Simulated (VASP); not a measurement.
Method: HSE06 screened hybrid, VASP's PBE PAW potentials (set 64) (plane waves; VASP).

VASP input:

### KPOINTS
```
kpoints
0
gamma
  1 1 1
```

### INCAR
```
# general
SYSTEM   = Ge64
PREC     = Normal
ENCUT    = 380
LREAL    = Auto   # projection in real space or not
LASPH    = .TRUE.
ISYM     = 0

# electronic loop
EDIFF    = 1E-5   # SCF stop (eV)
NELM     = 50
NELMIN   = 4
ALGO     = Normal   # blocked Davidson
LMAXMIX  = 4   # l cut-off of mixed one-centre charges

# smearing
ISMEAR   = 0
SIGMA    = 0.05   # width (eV)

# functional
GGA      = PE   # PBE
LHFCALC  = .TRUE.
AEXX     = 0.25
HFSCREEN = 0.2
PRECFOCK = Fast

# output
LWAVE    = .FALSE.
LCHARG   = .FALSE.
LORBIT   = 11   # lm-projected
NEDOS    = 601   # DOS grid
```

### POSCAR
```
Ge64
11.7607060
  0.9927276784  -0.0356787852   0.1149730363
 -0.0377849930   1.1052462906  -0.0155988105
  0.1030056822  -0.0095935672   0.7901112596
Ge
64
Cart
  0.2764588182   0.8075989546   0.2605031796
  0.6501101108   0.0849559925   0.4856553008
  0.5349062693   0.4577718522   0.2728232078
  0.3185798065   0.4089961973   0.2335106558
  0.5713210870   0.3516516861   0.4659704529
  0.2790362685   1.0856232480   0.7784829972
  0.8376726960   0.8916783380   0.5210687836
  0.1359235826   0.8252249689   0.6750109277
  0.1215079568   0.7438265396   0.1009714641
  0.0578414681   0.8822101543   0.3634169921
  0.5368026777   0.9998203238   0.3784850392
  0.1334347786   0.4968993385   0.5652113392
  0.1139460948   0.2454583657   0.5193944034
  0.3444251285   1.0207447102   0.2843642084
  0.8840231416   0.1533328205   0.4957251973
  0.2004332083   0.5365759387   0.7783052939
  0.6001584599   0.3657708603   0.0903962730
  0.9084073150   0.3456730228   0.6135871662
  1.0262771789   0.0040693539   0.6695628916
  0.7776980644   0.4297726371   0.4618970020
  0.8586496059   0.6222070565   0.7435176229
  0.1647439814   0.2462464576   0.2998187654
  0.3926162393   0.7673645826   0.0518260534
  0.8363311331   0.0415957531   0.2474527942
  1.0125507320   0.1490685192   0.8535302213
  0.7028129998   0.8525394890   0.3557488124
  0.7190755417   0.6161891814   0.3051177656
  0.5369332094   0.1137407545   0.2688912979
  0.6099319475   0.9221364120   0.7522379671
  0.2703600412   0.9784330951   0.5915752404
  0.8076401130  -0.0205342221   0.6177808088
  0.5831161362   0.6435053318   0.0955395975
  0.6999875695   0.9579552911   0.1553401430
  0.8248683729   0.8473535478   0.7357618543
  0.7617199408   0.6502026510   0.5346926487
  0.2343512513   0.3691892139   0.0253206697
  0.5177093191   0.1883569831   0.6300415082
  0.1680084381   1.0678228834   0.4132500622
  0.0564694245   0.7028689456   0.5157397358
  0.3492470908   0.7015054617   0.6864568516
  0.3459983123   0.4780471353   0.4589670494
  0.1835760785   0.5714315175   0.2929925285
  0.8823951801   0.3769623780   0.2624437824
  0.9248954254   0.3596644124   0.8330358899
  0.5499405083   0.3949129269   0.7317529607
  0.8755139843   0.5884868560   0.1403652459
  0.3746796205   0.2331036330   0.3789170375
  0.7286487777   0.2318689697   0.3256332081
  0.5324419218   0.7083020114   0.4935975830
  0.3152129314   0.2923773036   0.5927048582
  0.0739969908   0.9816956089   0.1473017159
  0.8919173387   0.8178583576   0.2072551263
  0.0310943136   0.4205861166   0.3107440923
  0.9532770911   0.6453965377   0.3991148772
  0.8068490517   0.0511064359   0.8272633464
  1.0050980257   0.9699541571   0.8309843970
  0.6120350623   0.1568470671   0.8375269777
  0.4687150808   0.6802644113   0.2831380096
  0.0376484308   0.0681084699   0.2512427973
  0.3760632247   1.0694628487   0.0680513455
  0.2757515262   0.7076608933   0.4590696201
  0.5686098257   0.6049017788   0.6845640166
  0.4793223890   0.9133907307   0.5693659780
  0.1140667980   0.1822978504   0.0529480472
```

POTCAR, in this order: Ge (PBE.64 set). Program: vasp_gam. Read from the step before: WAVECAR.

The run wrote:

File OUTCAR:
```
 ion  position               nearest neighbor table
   1  0.275  0.742  0.304-  61 2.61  14 2.65   9 2.72  58 2.73  23 2.85
   2  0.604  0.101  0.529-  37 2.61  11 2.64  48 2.72  31 2.72  15 2.87  28 2.90
   3  0.527  0.434  0.277-  17 2.52   5 2.63   4 2.65  58 2.73  27 2.88
   4  0.309  0.382  0.258-  42 2.58   3 2.65  36 2.68  22 2.75  47 2.76  41 2.79
   5  0.535  0.340  0.519-  20 2.60   3 2.63  37 2.79  48 2.85  47 2.89
   6  0.218  0.998  0.973-  30 2.54  60 2.55  51 2.59  64 2.61
   7  0.818  0.838  0.557-  26 2.55  34 2.58  31 2.59  10 2.61
   8  0.077  0.757  0.858-  39 2.54  30 2.59  56 2.62  40 2.90  52 2.91
   9  0.136  0.678  0.121-  16 2.69   1 2.72  40 2.84  51 2.90  52 2.92
  10  0.040  0.804  0.470-  38 2.61   7 2.61  39 2.77  54 2.79  51 2.80
  11  0.532  0.925  0.420-  14 2.53  63 2.56  26 2.62   2 2.64
  12  0.078  0.458  0.713-  39 2.65  16 2.67  41 2.80
  13  0.056  0.230  0.654-  50 2.58  19 2.63  22 2.65  18 2.84  25 2.89
  14  0.349  0.938  0.328-  11 2.53  38 2.63  60 2.63   1 2.65
  15  0.844  0.170  0.508-  31 2.65  18 2.67  59 2.70  48 2.86   2 2.87
  16  0.119  0.498  0.978-  36 2.67  12 2.67   9 2.69  46 2.72  40 2.83
  17  0.615  0.351  0.032-   3 2.52  45 2.55  57 2.63  44 2.67
  18  0.860  0.346  0.658-  20 2.55  44 2.59  53 2.63  15 2.67  13 2.84
  19  0.962  0.041  0.708-  13 2.63  56 2.66  31 2.66  38 2.67  25 2.76
  20  0.749  0.417  0.484-  18 2.55   5 2.60  43 2.72  35 2.74  48 2.88
  21  0.801  0.596  0.836-  32 2.63  39 2.66  46 2.66  34 2.68  35 2.73
  22  0.137  0.230  0.364-  53 2.59  59 2.64  47 2.64  13 2.65   4 2.75
  23  0.421  0.708  0.018-  29 2.58  40 2.60  62 2.72  32 2.72   1 2.85
  24  0.825  0.066  0.194-  33 2.66  59 2.68  25 2.71  48 2.73
  25  0.928  0.173  0.949-  64 2.63  44 2.69  55 2.70  24 2.71  19 2.76  13 2.89
  26  0.701  0.797  0.364-   7 2.55  11 2.62  33 2.66  27 2.85  52 2.86
  27  0.716  0.583  0.293-  46 2.69  35 2.78  26 2.85   3 2.88
  28  0.518  0.122  0.267-  57 2.70  47 2.70  48 2.73   2 2.90
  29  0.555  0.860  0.888-  60 2.56  23 2.58  63 2.64  34 2.68
  30  0.231  0.899  0.733-   6 2.54  63 2.59   8 2.59  38 2.64
  31  0.744  0.011  0.674-   7 2.59  55 2.60  15 2.65  19 2.66   2 2.72
  32  0.606  0.602  0.045-  58 2.62  21 2.63  23 2.72  62 2.76
  33  0.728  0.891  0.108-  24 2.66  26 2.66  56 2.74  34 2.75  52 2.86
  34  0.775  0.799  0.834-   7 2.58  21 2.68  29 2.68  33 2.75  56 2.80
  35  0.730  0.617  0.583-  21 2.73  20 2.74  54 2.76  27 2.78  49 2.82
  36  0.249  0.342  0.003-  64 2.63  16 2.67   4 2.68  45 2.72  50 2.75
  37  0.452  0.191  0.735-   2 2.61  57 2.71  50 2.71  45 2.73   5 2.79
  38  0.152  0.976  0.520-  10 2.61  14 2.63  30 2.64  19 2.67
  39  0.012  0.642  0.664-   8 2.54  12 2.65  21 2.66  61 2.66  10 2.77
...
```

OSZICAR:
```
       N       E                     dE             d eps       ncg     rms          rms(c)
DAV:   1    -0.326435283741E+03   -0.32644E+03   -0.17114E+01   344   0.108E+01    0.575E+00
DAV:   2    -0.326492263639E+03   -0.56980E-01   -0.33076E-01   364   0.988E-01    0.375E+00
DAV:   3    -0.326445197906E+03    0.47066E-01   -0.35795E-02   364   0.321E-01    0.218E+00
DAV:   4    -0.326428013659E+03    0.17184E-01   -0.13307E-02   356   0.190E-01    0.123E+00
DAV:   5    -0.326422374939E+03    0.56387E-02   -0.40956E-03   364   0.105E-01    0.690E-01
DAV:   6    -0.326420578644E+03    0.17963E-02   -0.13432E-03   364   0.599E-02    0.383E-01
DAV:   7    -0.326420030745E+03    0.54790E-03   -0.41693E-04   356   0.332E-02    0.213E-01
DAV:   8    -0.326419872981E+03    0.15776E-03   -0.12755E-04   364   0.185E-02    0.118E-01
DAV:   9    -0.326419834083E+03    0.38898E-04   -0.39146E-05   284   0.105E-02    0.655E-02
DAV:  10    -0.326419828967E+03    0.51162E-05   -0.13926E-05   204   0.636E-03
   1 F= -.32641983E+03 E0= -.32641983E+03  d E =-.366619E-12
```

### OUTCAR
```
------------------------ aborting loop because EDIFF is reached ----------------------------------------
  volume of cell :     1387.08
      direct lattice vectors                 reciprocal lattice vectors
    11.675178364 -0.419607703  1.352164078     0.087063614  0.002816729 -0.011316159
    -0.444378194 12.998476681 -0.183453024     0.002701022  0.077032662  0.000583206
     1.211419544 -0.112827123  9.292266231    -0.012615736  0.001110945  0.109274559
 POSITION                                       TOTAL-FORCE (eV/Angst)
 -----------------------------------------------------------------------------------
      3.25135      9.49793      3.06370         0.011247     -0.066281      0.043132
      7.64575      0.99914      5.71165         0.014308      0.046273      0.028661
      6.29088      5.38372      3.20859        -0.004060     -0.044514     -0.090619
      3.74672      4.81008      2.74625        -0.097215      0.042192      0.173651
      6.71914      4.13567      5.48014         0.140183      0.063274     -0.178149
      3.28166     12.76770      9.15551         0.062189     -0.084759      0.129351
      9.85162     10.48677      6.12814        -0.015715     -0.029350      0.030341
      1.59856      9.70523      7.93861        -0.093890      0.145224     -0.103926
      1.42902      8.74793      1.18750         0.019322     -0.021026     -0.084773
      0.68026     10.37541      4.27404        -0.135106      0.021365      0.044090
      6.31318     11.75859      4.45125        -0.076953     -0.130618      0.149254
      1.56929      5.84389      6.64728         0.042812      0.135964      0.033827
      1.34009      2.88676      6.10844         0.119119      0.008099     -0.052570
      4.05068     12.00468      3.34432         0.110014      0.019882     -0.031844
     10.39674      1.80330      5.83008        -0.034534     -0.035535     -0.016853
      2.35724      6.31051      9.15342        -0.003106      0.140948     -0.066478
      7.05829      4.30172      1.06312        -0.127345     -0.004861      0.028760
     10.68351      4.06536      7.21622         0.078030     -0.018189     -0.181135
     12.06974      0.04786      7.87453        -0.041498      0.021496      0.000392
      9.14628      5.05443      5.43223         0.008680     -0.080024     -0.073101
     10.09833      7.31759      8.74429         0.037934      0.103078      0.032442
      1.93751      2.89603      3.52608        -0.053910      0.078479      0.218836
      4.61744      9.02475      0.60951         0.101192     -0.028362     -0.177442
      9.83584      0.48920      2.91022        -0.003907      0.089933     -0.006459
     11.90831      1.75315     10.03812        -0.050132     -0.001823      0.010054
      8.26558     10.02647      4.18386         0.085705      0.155913      0.005293
      8.45684      7.24682      3.58840         0.063084      0.071254      0.036810
      6.31471      1.33767      3.16235        -0.104248      0.111304      0.065916
      7.17323     10.84498      8.84685        -0.288063     -0.185937     -0.003433
      3.17962     11.50706      6.95734        -0.054135     -0.038931      0.137917
      9.49842     -0.24150      7.26554         0.163653      0.051053      0.038366
      6.85786      7.56808      1.12361        -0.106148      0.020088     -0.042797
      8.23235     11.26623      1.82691         0.209111     -0.002978     -0.017986
      9.70103      9.96548      8.65308        -0.089665      0.028922     -0.092493
      8.95836      7.64684      6.28836         0.064434     -0.003926     -0.062002
      2.75614      4.34193      0.29779         0.027134      0.048528     -0.049459
      6.08863      2.21521      7.40973         0.121746      0.108839     -0.043607
      1.97590     12.55835      4.86011         0.013692     -0.214666      0.048513
      0.66412      8.26624      6.06546         0.100872      0.057770      0.124950
      4.10739      8.25020      8.07322         0.065322     -0.037359      0.115440
      4.06918      5.62217      5.39778        -0.125986     -0.114357      0.012873
      2.15898      6.72044      3.44580         0.043797     -0.150402      0.039185
     10.37759      4.43334      3.08652        -0.148887     -0.121606      0.229591
     10.87742      4.22991      9.79709        -0.067025     -0.119525     -0.027362
      6.46769      4.64445      8.60593         0.016161     -0.043216      0.024771
     10.29666      6.92102      1.65079        -0.012536      0.014021      0.031288
      4.40650      2.74146      4.45633        -0.079131      0.194724      0.007423
      8.56942      2.72694      3.82968         0.028827     -0.082595      0.106807
      6.26189      8.33013      5.80506         0.011382      0.003892      0.054557
      3.70713      3.43856      6.97063         0.016368     -0.043905     -0.172103
      0.87026     11.54543      1.73237        -0.077255      0.101226     -0.076079
     10.48958      9.61859      2.43747         0.175400      0.071395     -0.024661
      0.36569      4.94639      3.65457         0.057867     -0.145133      0.022753
     11.21121      7.59032      4.69387        -0.025872      0.123606      0.030158
      9.48911      0.60105      9.72920         0.032394      0.025948     -0.165943
     11.82066     11.40735      9.77296        -0.055438     -0.148416     -0.012018
      7.19796      1.84463      9.84991         0.135666     -0.124177      0.105521
      5.51242      8.00039      3.32990         0.036860     -0.060249     -0.015214
      0.44277      0.80100      2.95479        -0.025719      0.134591     -0.065399
      4.42277     12.57764      0.80033        -0.002264      0.026593     -0.026583
      3.24303      8.32259      5.39898        -0.161038     -0.086172     -0.152763
      6.68725      7.11407      8.05096        -0.044032      0.111475      0.023184
      5.63717     10.74212      6.69615        -0.030416     -0.027755     -0.084241
      1.34151      2.14395      0.62271         0.020724     -0.080704      0.013387
 -----------------------------------------------------------------------------------
    total drift:                               -0.009634     -0.006027      0.034375
  FREE ENERGIE OF THE ION-ELECTRON SYSTEM (eV)
  ---------------------------------------------------
  free  energy   TOTEN  =      -326.4198289666 eV

  energy  without entropy=     -326.4198289666  energy(sigma->0) =     -326.41982897

  exchange ACFDT corr.  =         0.00000000  see jH, gK, PRB 81, 115126

 total charge

# of ion       s       p       d       tot
------------------------------------------
    1        1.251   0.999   0.063   2.312
    2        1.239   1.012   0.058   2.309
    3        1.242   1.033   0.066   2.342
    4        1.218   1.047   0.063   2.328
    5        1.281   0.970   0.056   2.307
    6        1.184   1.117   0.053   2.354
    7        1.223   1.078   0.060   2.362
    8        1.225   1.042   0.063   2.331
    9        1.259   0.930   0.061   2.250
   10        1.233   1.011   0.058   2.302
   11        1.209   1.084   0.058   2.351
   12        1.264   0.940   0.049   2.254
   13        1.259   1.001   0.060   2.319
   14        1.215   1.073   0.051   2.339
   15        1.256   0.951   0.059   2.266
   16        1.227   1.008   0.048   2.284
   17        1.224   1.057   0.055   2.336
   18        1.238   1.029   0.065   2.333
   19        1.251   0.999   0.064   2.314
   20        1.246   1.013   0.069   2.327
   21        1.264   1.003   0.056   2.323
   22        1.232   1.054   0.062   2.348
   23        1.230   1.023   0.061   2.314
   24        1.269   0.952   0.055   2.276
...
```
(Selected blocks of OUTCAR.)
